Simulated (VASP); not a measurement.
An input for Ansatz (written as the equivalent of a VASP run, and not itself run):

Ansatz 0.2 input:
```yaml
crystal:
  lattice:
    - [-2.2156299, 2.2156299, 2.2156299]
    - [2.2156299, -2.2156299, 2.2156299]
    - [2.2156299, 2.2156299, -2.2156299]
  atoms:
    - { symbol: Ca, position: [0.0000000, 0.0000000, 0.0000000] }
kpoints:
  mp_grid: { grid: [11, 11, 11] }
hamiltonian:
  xc: r2scan
  pseudopotentials: { kind: paw }
scf:
  occupations: { method: methfessel_paxton, width: 0.1 }
  max_iter: 100
relax:
  max_steps: 60
  f_tol: 0.01
  cell: {}
output: { forces: true, stress: true, eigenvalues: true }
```

Question: Write the VASP files for the same calculation (r2SCAN).

Answer: This is not unique; one that fits is 
### INCAR
```
ALGO = Normal
EDIFF = 1E-6
EDIFFG = -0.01
ENCUT = 400
IBRION = 2
ISIF = 3
ISMEAR = 1
LASPH = .TRUE.
LCHARG = .FALSE.
LMIXTAU = .TRUE.
LREAL = .FALSE.
LWAVE = .FALSE.
METAGGA = R2SCAN
NELM = 100
NSW = 60
PREC = Accurate
SIGMA = 0.1
SYSTEM = Ca
```

**POSCAR**
```
Ca
1.0
 -2.2156299160   2.2156299160   2.2156299160
  2.2156299160  -2.2156299160   2.2156299160
  2.2156299160   2.2156299160  -2.2156299160
Ca
1
Direct
  0.0000000000   0.0000000000   0.0000000000
```

File KPOINTS:
```
Automatic mesh
0
Gamma
11 11 11
0 0 0
```

POTCAR, in this order: Ca_sv (PBE.64 set). Program: vasp_std.

What does not carry over: each code has its own PAW files, so the cut-off isn't converted (ENCUT is set for VASP's; basis.ecutwfc is left out, and Ansatz then takes the one that its files recommend); Ansatz stops its SCF on the density residual and VASP on the energy change (EDIFF).

The structure comes from a measured Ca entry (Im-3m) of the Crystallography Open Database, whose conditions weren't checked. It was relaxed first. The start is the result of an earlier pass.
